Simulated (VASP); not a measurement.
Computed with PBEsol GGA, VASP's PBE PAW potentials (set 64) (plane waves; VASP 6.6.1).

The input files of a VASP run:

KPOINTS:
```
Automatic mesh
0
Gamma
9 9 1
0 0 0
```

### INCAR
```
! general
SYSTEM   =  ZrN(100) slab
PREC     =  Normal
ENCUT    =  450
LREAL    =  .FALSE.
LASPH    =  .TRUE.

! electronic loop
EDIFF    =  1E-6
NELM     =  100
NELMIN   =  4
ALGO     =  Normal
LMAXMIX  =  4

! smearing
ISMEAR   =  1
SIGMA    =  0.1

! functional
GGA      =  PS

! output
LWAVE    =  .FALSE.
LCHARG   =  .FALSE.
LORBIT   =  11
LVHAR    =  .TRUE.

! other
LDIPOL   =  .TRUE.
IDIPOL   =  3
DIPOL    =  0.5 0.5 0.5
```

File POSCAR:
```
ZrN(100) slab
1
    3.2202006589     0.0000000000     0.0000000000
    0.0000000000     3.2202006589     0.0000000000
    0.0000000000     0.0000000000    24.0231189703
Zr N
4 4
Direct
  0.0000000000   0.5000000000   0.3623548006
  0.5000000000   0.0000000000   0.4539991188
  0.0000000000   0.5000000000   0.5460008812
  0.5000000000   0.0000000000   0.6376451994
  0.0000000000   0.5000000000   0.4509991327
  0.5000000000   0.0000000000   0.3561404843
  1.0000000000   0.5000000000   0.6438595157
  0.5000000000   0.0000000000   0.5490008673
```

POTCAR, in this order: Zr_sv N (PBE.64 set). Program: vasp_std. Read from the step before: WAVECAR.

Output of the run:

**OSZICAR**
```
       N       E                     dE             d eps       ncg     rms          rms(c)
DAV:   1    -0.840823185484E+02   -0.84082E+02   -0.13385E-04  1384   0.481E-02    0.104E-02
DAV:   2    -0.840823063113E+02    0.12237E-04   -0.16575E-04  1448   0.677E-02    0.795E-03
DAV:   3    -0.840823040014E+02    0.23099E-05   -0.19955E-05  1184   0.272E-02    0.259E-03
DAV:   4    -0.840823038360E+02    0.16532E-06   -0.15699E-06   984   0.616E-03
   1 F= -.84082304E+02 E0= -.84081519E+02  d E =-.235423E-02
```

**OUTCAR**
```
------------------------ aborting loop because EDIFF is reached ----------------------------------------
  FORCE on cell =-STRESS in cart. coord.  units (eV):
  Direction    XX          YY          ZZ          XY          YZ          ZX
  --------------------------------------------------------------------------------------
  Total       -4.8664784     -4.8664784     -0.5199478      0.0000000      0.0000000      0.0000000
  in kB      -31.2989753    -31.2989753     -3.3440678      0.0000000      0.0000000      0.0000000
  external PRESSURE =     -21.9806728 kB  Pullay stress =       0.0000000 kB
  volume of cell :      249.11
      direct lattice vectors                 reciprocal lattice vectors
     3.220200659  0.000000000  0.000000000     0.310539654  0.000000000  0.000000000
     0.000000000  3.220200659  0.000000000     0.000000000  0.310539654  0.000000000
     0.000000000  0.000000000 24.023118970     0.000000000  0.000000000  0.041626568
 POSITION                                       TOTAL-FORCE (eV/Angst)
 -----------------------------------------------------------------------------------
      0.00000      1.61010      8.70489        -0.000000      0.000000     -0.019205
      1.61010      0.00000     10.90647        -0.000000      0.000000     -0.013917
      0.00000      1.61010     13.11664         0.000000     -0.000000      0.013917
      1.61010      0.00000     15.31823         0.000000      0.000000      0.019205
      0.00000      1.61010     10.83441         0.000000      0.000000      0.022979
      1.61010      0.00000      8.55561        -0.000000      0.000000      0.025052
      0.00000      1.61010     15.46751         0.000000      0.000000     -0.025052
      1.61010      0.00000     13.18871        -0.000000      0.000000     -0.022979
 -----------------------------------------------------------------------------------
    total drift:                                0.000000      0.000000      0.000000
  FREE ENERGIE OF THE ION-ELECTRON SYSTEM (eV)
  ---------------------------------------------------
  free  energy   TOTEN  =       -84.0823038360 eV

  energy  without entropy=      -84.0799496050  energy(sigma->0) =      -84.08151909

 total charge

# of ion       s       p       d       tot
------------------------------------------
    1        2.171   6.016   1.678   9.866
    2        2.162   6.030   1.750   9.942
    3        2.162   6.030   1.750   9.942
    4        2.171   6.016   1.678   9.866
    5        1.245   2.469   0.000   3.714
    6        1.245   2.394   0.000   3.639
    7        1.245   2.394   0.000   3.639
    8        1.245   2.469   0.000   3.714
--------------------------------------------------
tot         13.648  33.818   6.855  54.322
```
(Selected blocks of OUTCAR.)

### OUTCAR
```
 val. band max:        3.1270978752   @ k =   0.4444   0.3333   0.0000

 cond. band min:       3.1806056619   @ k =   0.0000   0.0000   0.0000


 Fermi energy:         3.1669680576

 k-point     1 :       0.0000    0.0000    0.0000
  band No.  band energies     occupation
      1     -46.3055      2.00000
      2     -46.2995      2.00000
      3     -46.0643      2.00000
      4     -45.9476      2.00000
      5     -24.8642      2.00000
      6     -24.7958      2.00000
      7     -24.3483      2.00000
      8     -24.2137      2.00000
      9     -24.2137      2.00000
     10     -24.1499      2.00000
     11     -24.1499      2.00000
     12     -23.9801      2.00000
     13     -23.9801      2.00000
     14     -23.8784      2.00000
     15     -23.8163      2.00000
     16     -23.8163      2.00000
     17     -12.8914      2.00000
     18     -12.5876      2.00000
     19     -11.8509      2.00000
     20     -11.7735      2.00000
     21      -2.3960      2.00000
     22      -2.1697      2.00000
     23      -0.8148      2.00000
     24      -0.6656      2.00000
     25      -0.3607      2.00000
     26      -0.3607      2.00000
     27      -0.3063      2.00000
     28      -0.3063      2.00000
     29      -0.3007      2.00000
     30       0.5135      2.00000
     31       0.7585      2.00000
     32       0.7585      2.00000
     33       0.8485      2.00000
     34       0.8485      2.00000
     35       1.6278      2.00000
     36       2.5673      2.00000
     37       3.1806      0.77154
     38       3.1806      0.77154
     39       3.4666     -0.00019
     40       4.1758     -0.00000

 k-point     2 :       0.1111    0.0000    0.0000
  band No.  band energies     occupation
      1     -46.2975      2.00000
      2     -46.2924      2.00000
      3     -46.0565      2.00000
      4     -45.9461      2.00000
      5     -24.8429      2.00000
      6     -24.8143      2.00000
      7     -24.4539      2.00000
      8     -24.2820      2.00000
...
```

At this cut-off the stress carries a Pulay error, which pulls relaxed volumes low.

The cell is a thin slab with vacuum, built from ZrN (rock salt): (100) face.
